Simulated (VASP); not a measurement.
Method: AM05 GGA, VASP's PBE PAW potentials (set 64) (plane waves; VASP).

VASP ran on this input.

File KPOINTS:
```
Automatic mesh
0
Gamma
8 8 8
0 0 0
```

### INCAR
```
PREC=Accurate
LREAL=.False.   # projection in real space or not
NELM=100   # most electronic steps
ALGO=Normal
LMAXMIX=4
LASPH=.True.   # aspherical one-centre terms
SIGMA=0.05
ISMEAR=0   # Gaussian
ISIF=2   # forces and stress, cell fixed
SYSTEM=CdS
EDIFF=1E-7   # SCF stop (eV)
ENCUT=520   # plane-wave cut-off (eV)
LCHARG=.False.
LWAVE=.False.
GGA=AM   # AM05
```

**POSCAR**
```
CdS
4.1407940
  0.0000000000   0.7071067943   0.7071067943
  0.7071067943   0.0000000000   0.7071067943
  0.7071067943   0.7071067943   0.0000000000
Cd S
1 1
Direct
  0.0000000000   0.0000000000   0.0000000000
  0.2500000000   0.2500000000   0.2500000000
```

POTCAR, in this order: Cd S (PBE.64 set). Program: vasp_std.

Output

### OSZICAR
```
       N       E                     dE             d eps       ncg     rms          rms(c)
DAV:   1     0.108577514068E+03    0.10858E+03   -0.93215E+03   762   0.127E+03
DAV:   2    -0.213769966348E+01   -0.11072E+03   -0.10595E+03   869   0.296E+02
DAV:   3    -0.681376141243E+01   -0.46761E+01   -0.46628E+01   884   0.631E+01
DAV:   4    -0.684825917123E+01   -0.34498E-01   -0.34492E-01   869   0.541E+00
DAV:   5    -0.684876805423E+01   -0.50888E-03   -0.50888E-03   874   0.633E-01    0.800E+00
DAV:   6    -0.636657477760E+01    0.48219E+00   -0.98847E-01  1103   0.144E+01    0.629E+00
DAV:   7    -0.634832830887E+01    0.18246E-01   -0.19067E-01   784   0.356E+00    0.303E+00
DAV:   8    -0.634785565796E+01    0.47265E-03   -0.20511E-02   809   0.216E+00    0.269E-01
DAV:   9    -0.634777743423E+01    0.78224E-04   -0.31624E-03   864   0.942E-01    0.630E-02
DAV:  10    -0.634791983924E+01   -0.14241E-03   -0.32251E-04   799   0.226E-01    0.706E-02
DAV:  11    -0.634801702586E+01   -0.97187E-04   -0.13599E-04   762   0.123E-01    0.216E-02
DAV:  12    -0.634801896186E+01   -0.19360E-05   -0.50058E-05   859   0.959E-02    0.833E-03
DAV:  13    -0.634802093236E+01   -0.19705E-05   -0.59153E-06   769   0.219E-02    0.443E-03
DAV:  14    -0.634802093038E+01    0.19793E-08   -0.12977E-07   801   0.344E-03
   1 F= -.63480209E+01 E0= -.63480209E+01  d E =-.209591E-11
```

File OUTCAR:
```
------------------------ aborting loop because EDIFF is reached ----------------------------------------
  FORCE on cell =-STRESS in cart. coord.  units (eV):
  Direction    XX          YY          ZZ          XY          YZ          ZX
  --------------------------------------------------------------------------------------
  Total        0.0007719      0.0007719      0.0007719      0.0000000     -0.0000000      0.0000000
  in kB        0.0246330      0.0246330      0.0246330      0.0000000     -0.0000000      0.0000000
  external PRESSURE =       0.0246330 kB  Pullay stress =       0.0000000 kB
  volume of cell :       50.20
      direct lattice vectors                 reciprocal lattice vectors
     0.000000000  2.927983571  2.927983571    -0.170765985  0.170765985  0.170765985
     2.927983571  0.000000000  2.927983571     0.170765985 -0.170765985  0.170765985
     2.927983571  2.927983571  0.000000000     0.170765985  0.170765985 -0.170765985
  FREE ENERGIE OF THE ION-ELECTRON SYSTEM (eV)
  ---------------------------------------------------
  free  energy   TOTEN  =        -6.3480209304 eV

  energy  without entropy=       -6.3480209304  energy(sigma->0) =       -6.34802093
```
(Selected blocks of OUTCAR.)

The compound is CdS in the zinc blende structure, a metastable form; wurtzite is the usual one. It was relaxed first.
